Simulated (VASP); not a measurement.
Data:

```
WSi
1.0
    4.24323     0.00000     0.00000
   -2.12162     3.67475     0.00000
    0.00000     0.00000     4.87952
W Si
2 2
Direct
  0.33333   0.66667   0.93750
  0.66667   0.33333   0.43750
  0.33333   0.66667   0.43750
  0.66667   0.33333   0.93750
```

Level of theory: PBE GGA, VASP's PBE PAW potentials (set 64) (plane waves; VASP). Settings: 400 eV cut-off, 9×9×7 Γ-centred mesh, tetrahedra with Blöchl corrections, potentials W_sv Si.

The cores are frozen, which limits the accuracy of field gradients.

Question: Give the principal components of the electric field gradient (V/Å²) and the asymmetry η at each nucleus.

Answer: 
```json
[
 {"atom": "W1", "Vxx": "79.2", "Vyy": "79.2", "Vzz": "-158.3", "η": "0.00"},
 {"atom": "W2", "Vxx": "79.2", "Vyy": "79.2", "Vzz": "-158.3", "η": "0.00"},
 {"atom": "Si3", "Vxx": "0.9", "Vyy": "0.8", "Vzz": "-1.7", "η": "0.00"},
 {"atom": "Si4", "Vxx": "0.9", "Vyy": "0.9", "Vzz": "-1.7", "η": "0.00"}
]
```

The structure was generated: WSi was put into the wurtzite type (P6_3mc), which need not be its known phase. It was relaxed first, which changed the volume by -39 %. The relaxed cell has space group P6_3/mmc.
